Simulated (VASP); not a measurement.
```
CELL_PARAMETERS angstrom
      0.00000     1.97234     1.97234
      1.97234     0.00000     1.97234
      1.97234     1.97234     0.00000
ATOMIC_POSITIONS crystal
  Rh 0.00000 0.00000 0.00000
```

Level of theory: vdW-DF2, VASP's PBE PAW potentials (set 64) (plane waves; VASP). Numerical set-up: 520 eV cut-off, 18×18×18 Γ-centred mesh, tetrahedra with Blöchl corrections, potentials Rh_pv.

**Question.** Tabulate the total density of states (states/eV per cell) against energy (eV; zero at the valence-band maximum or, without a gap, the Fermi level).

**Answer.** 
```
E (eV) | DOS (states/eV)
    -9.98 |  0.00
    -9.86 |  0.00
    -9.62 |  0.00
    -9.50 |  0.00
    -9.26 |  0.00
    -9.14 |  0.00
    -8.90 |  0.00
    -8.78 |  0.00
    -8.66 |  0.00
    -8.42 |  0.00
    -8.30 |  0.00
    -8.06 |  0.00
    -7.94 |  0.00
    -7.82 |  0.00
    -7.58 |  0.00
    -7.46 |  0.00
    -7.22 |  0.00
    -7.10 |  0.00
    -6.86 |  0.01
    -6.74 |  0.03
    -6.62 |  0.04
    -6.38 | # 0.06
    -6.26 | # 0.07
    -6.02 | # 0.08
    -5.90 | # 0.09
    -5.78 | # 0.10
    -5.54 | # 0.13
    -5.42 | # 0.15
    -5.18 | ### 0.30
    -5.06 | ####### 0.70
    -4.82 | ############# 1.36
    -4.70 | ################ 1.66
    -4.58 | #################### 2.02
    -4.34 | ###################### 2.25
    -4.22 | #################### 2.04
    -3.98 | ################# 1.73
    -3.86 | ############## 1.48
    -3.74 | ############ 1.25
    -3.50 | ############### 1.58
    -3.38 | ################ 1.63
    -3.14 | ############### 1.52
    -3.02 | ############## 1.48
    -2.78 | ################# 1.75
    -2.66 | ################# 1.73
    -2.54 | ################## 1.89
    -2.30 | ############################## 3.09
    -2.18 | ############################## 3.05
    -1.94 | ############# 1.32
    -1.82 | ############# 1.39
    -1.70 | ################### 1.90
    -1.46 | ############## 1.47
    -1.34 | ################# 1.73
    -1.10 | ################## 1.87
    -0.98 | ################### 1.93
    -0.74 | ################ 1.61
    -0.62 | ############## 1.48
    -0.50 | ############## 1.44
    -0.26 | ############## 1.46
    -0.14 | ############## 1.49
     0.10 | ################# 1.74
     0.22 | ##################### 2.11
     0.34 | ######################### 2.58
     0.58 | ############### 1.53
     0.70 | ########## 1.03
     0.94 | ## 0.23
     1.06 | ## 0.23
     1.30 | ## 0.24
     1.42 | ## 0.25
     1.54 | ## 0.25
     1.78 | ## 0.25
     1.90 | ## 0.25
     2.14 | ## 0.25
     2.26 | ## 0.25
     2.38 | ## 0.26
     2.62 | ### 0.26
     2.74 | ### 0.26
     2.98 | ## 0.26
     3.10 | ## 0.26
     3.34 | ### 0.26
     3.46 | ### 0.26
```
Within 2 eV below the Fermi level the largest weight inside VASP's projection spheres is Rh d.

The compound is Rh in the fcc structure. It was relaxed first, which changed the volume by +12 %.
